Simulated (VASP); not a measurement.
Data:

```
CELL_PARAMETERS angstrom
      3.15323     0.00000     0.00000
      0.00000     3.15323     0.00000
      0.00000     0.00000     3.15323
ATOMIC_POSITIONS crystal
  Al 0.00000 0.00000 0.00000
  Ti 0.50000 0.50000 0.50000
```

Level of theory: PBEsol GGA, VASP's PBE PAW potentials (set 64) (plane waves; VASP 6.6.1). Numerical set-up: 400 eV cut-off, 13×13×13 Γ-centred mesh, tetrahedra with Blöchl corrections, potentials Al Ti_sv.

Problem. Predict the energy per atom (σ→0), band gap (on the k-mesh) with the smallest direct gap where there is one.

Solution. 
```
Property                                                     Value
------------------------  ----------------------------------------
band gap (on the k-mesh)  none (metal, semimetal or under 0.01 eV)
energy per atom (σ→0)                               -6.482 eV/atom
```

The absolute energy has meaning only against runs of the same code, potentials and settings.

The structure was generated: TiAl was put into the CsCl type (Pm-3m), which need not be its known phase. It was relaxed first, which changed the volume by -13 %. The electron count is odd and the run is not spin-polarised, which forces a metal.
